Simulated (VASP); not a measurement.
VASP ran on this input.

**INCAR**
```
SYSTEM = CuNi
PREC = Accurate; ENCUT = 400; LREAL = .False.
LASPH = .True.
EDIFF = 1E-6; NELM = 100; ALGO = Normal
LMAXMIX = 4
ISMEAR = 1; SIGMA = 0.1
GGA = PS
IBRION = 2; NSW = 60; ISIF = 3
EDIFFG = -0.01
LWAVE = .False.; LCHARG = .False.
```

POSCAR:
```
CuNi
1
    2.4715600000     0.0000000000     0.0000000000
   -1.2357800000     2.1404340000     0.0000000000
    0.0000000000     0.0000000000     4.0999700000
Cu Ni
1 1
Direct
  0.0000000000   0.0000000000   0.5000000000
  0.6666670000   0.3333330000   0.0000000000
```

**KPOINTS**
```
kpoints
0
G
  15 15 8
0 0 0
```

POTCAR, in this order: Cu Ni (PBE.64 set). Program: vasp_std.

Question: Write an equivalent input for Ansatz.

Answer: One equivalent input (not run):
Ansatz 0.2 input:
```yaml
crystal:
  lattice:
    - [2.4715600, 0.0000000, 0.0000000]
    - [-1.2357800, 2.1404340, 0.0000000]
    - [0.0000000, 0.0000000, 4.0999700]
  atoms:
    - { symbol: Cu, position: [0.0000000, 0.0000000, 0.5000000] }
    - { symbol: Ni, position: [0.6666670, 0.3333330, 0.0000000] }
kpoints:
  mp_grid: { grid: [15, 15, 8] }
hamiltonian:
  xc: pbesol
  pseudopotentials: { kind: paw }
scf:
  occupations: { method: methfessel_paxton, width: 0.1 }
  max_iter: 100
relax:
  max_steps: 60
  f_tol: 0.01
  cell: {}
output: { forces: true, stress: true, eigenvalues: true }
```
What does not carry over: each code has its own PAW files, so the cut-off isn't converted (ENCUT is set for VASP's; basis.ecutwfc is left out, and Ansatz then takes the one that its files recommend); Ansatz stops its SCF on the density residual and VASP on the energy change (EDIFF).

The structure comes from a computed database's CuNi entry (P-6m2); how it stands against other phases isn't given here. This run relaxes it. Symmetry was kept, so distortions that lower it aren't found.
